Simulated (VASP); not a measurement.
These are PBEsol GGA, VASP's PBE PAW potentials (set 64) (plane waves; VASP) values and carry that method's errors.

The input files of a VASP run:

### KPOINTS
```
Regular mesh
0
G
  10 10 10
```

### POSCAR
```
YB
1
    3.1778245923    -0.0000000000     0.0000000000
   -0.0000000000     3.1778245923     0.0000000000
   -0.0000000000    -0.0000000000     3.1778245923
Y B
1 1
Direct
  0.0000000000   0.0000000000   1.0000000000
  0.5000000000   0.5000000000   0.5000000000
```

**INCAR**
```
GGA = PS
IBRION = 2   ! conjugate gradients
PREC = Accurate
ALGO = Normal
LREAL = .False.   ! projection in real space or not
SIGMA = 0.1
LMAXMIX = 4
ISIF = 3   ! ions, shape and volume
ENCUT = 520   ! plane-wave cut-off (eV)
LASPH = .True.   ! aspherical one-centre terms
NSW = 60   ! most ionic steps
EDIFFG = -0.01   ! ionic stop
ISMEAR = 1
LWAVE = .False.
NELM = 100
LCHARG = .False.
EDIFF = 1E-6   ! SCF stop (eV)
SYSTEM = YB
```

POTCAR, in this order: Y_sv B (PBE.64 set). Program: vasp_std.

What VASP printed:

File OSZICAR:
```
       N       E                     dE             d eps       ncg     rms          rms(c)
DAV:   1     0.288610358490E+02    0.28861E+02   -0.75176E+03  1240   0.125E+03
DAV:   2    -0.127387184537E+02   -0.41600E+02   -0.39711E+02  1462   0.208E+02
DAV:   3    -0.144640274639E+02   -0.17253E+01   -0.16979E+01  1730   0.300E+01
DAV:   4    -0.145068715640E+02   -0.42844E-01   -0.42793E-01  1520   0.492E+00
DAV:   5    -0.145085967102E+02   -0.17251E-02   -0.17251E-02  1735   0.654E-01    0.331E+01
DAV:   6    -0.135014414125E+02    0.10072E+01   -0.27630E+00  1275   0.960E+00    0.241E+01
DAV:   7    -0.134827160169E+02    0.18725E-01   -0.51730E-01  1787   0.463E+00    0.889E+00
DAV:   8    -0.134771195129E+02    0.55965E-02   -0.90513E-02  1353   0.197E+00    0.824E-01
DAV:   9    -0.134756234760E+02    0.14960E-02   -0.98378E-03  1355   0.571E-01    0.366E-01
DAV:  10    -0.134754867832E+02    0.13669E-03   -0.12086E-03  1361   0.313E-01    0.505E-02
DAV:  11    -0.134754835534E+02    0.32298E-05   -0.73415E-05  1733   0.732E-02    0.523E-02
DAV:  12    -0.134754812197E+02    0.23337E-05   -0.15278E-05  1389   0.377E-02    0.133E-02
DAV:  13    -0.134754814116E+02   -0.19191E-06   -0.12102E-06   936   0.110E-02
   1 F= -.13475481E+02 E0= -.13475376E+02  d E =-.134755E+02
```

OUTCAR:
```
------------------------ aborting loop because EDIFF is reached ----------------------------------------
  FORCE on cell =-STRESS in cart. coord.  units (eV):
  Direction    XX          YY          ZZ          XY          YZ          ZX
  --------------------------------------------------------------------------------------
  Total       -0.0067703     -0.0067703     -0.0067703      0.0000000     -0.0000000      0.0000000
  in kB       -0.3380072     -0.3380072     -0.3380072      0.0000000     -0.0000000      0.0000000
  external PRESSURE =      -0.3380072 kB  Pullay stress =       0.0000000 kB
  volume of cell :       32.09
      direct lattice vectors                 reciprocal lattice vectors
     3.177824592  0.000000000  0.000000000     0.314680679  0.000000000  0.000000000
     0.000000000  3.177824592  0.000000000     0.000000000  0.314680679  0.000000000
     0.000000000  0.000000000  3.177824592     0.000000000  0.000000000  0.314680679
 POSITION                                       TOTAL-FORCE (eV/Angst)
 -----------------------------------------------------------------------------------
      0.00000      0.00000      0.00000         0.000000      0.000000      0.000000
      1.58891      1.58891      1.58891         0.000000      0.000000      0.000000
 -----------------------------------------------------------------------------------
    total drift:                                0.000000      0.000000      0.000000
  FREE ENERGIE OF THE ION-ELECTRON SYSTEM (eV)
  ---------------------------------------------------
  free  energy   TOTEN  =       -13.4754814116 eV

  energy  without entropy=      -13.4751653517  energy(sigma->0) =      -13.47537606

 reached required accuracy - stopping structural energy minimisation
```
(Selected blocks of OUTCAR.)

### OUTCAR
```
 val. band max:        4.4548043901   @ k =   0.4000   0.1000   0.1000

 cond. band min:       4.5699434332   @ k =   0.4000   0.4000   0.3000


 Fermi energy:         4.5518402070

 k-point     1 :       0.0000    0.0000    0.0000
  band No.  band energies     occupation
      1     -37.2495      2.00000
      2     -16.8917      2.00000
      3     -16.8917      2.00000
      4     -16.8917      2.00000
      5      -4.0392      2.00000
      6       4.1168      2.00000
      7       4.1168      2.00000
      8       7.0916      0.00000
      9       7.0916      0.00000
     10       7.0916      0.00000
     11      10.6476      0.00000

 k-point     2 :       0.1000    0.0000    0.0000
  band No.  band energies     occupation
      1     -37.2401      2.00000
      2     -16.9973      2.00000
      3     -16.8819      2.00000
      4     -16.8819      2.00000
      5      -3.8529      2.00000
      6       4.0137      2.00000
      7       4.2005      2.00001
      8       6.8244      0.00000
      9       6.8244      0.00000
     10       7.0843      0.00000
     11      10.6891      0.00000

 k-point     3 :       0.2000    0.0000    0.0000
  band No.  band energies     occupation
      1     -37.2154      2.00000
      2     -17.2637      2.00000
      3     -16.8564      2.00000
      4     -16.8564      2.00000
      5      -3.3324      2.00000
      6       3.4148      2.00000
      7       4.4345      2.07004
      8       6.2384     -0.00000
      9       6.2384     -0.00000
     10       7.5940      0.00000
     11      10.8011      0.00000

 k-point     4 :       0.3000    0.0000    0.0000
  band No.  band energies     occupation
      1     -37.1846      2.00000
      2     -17.5755      2.00000
      3     -16.8244      2.00000
      4     -16.8244      2.00000
      5      -2.5624      2.00000
      6       2.3165      2.00000
      7       4.7612     -0.01168
      8       5.6450     -0.00000
      9       5.6450     -0.00000
...
```

The structure was generated: YB was put into the CsCl type type (Pm-3m), which need not be its known phase. It was relaxed first, which changed the volume by -29 %. The start is the result of an earlier pass.
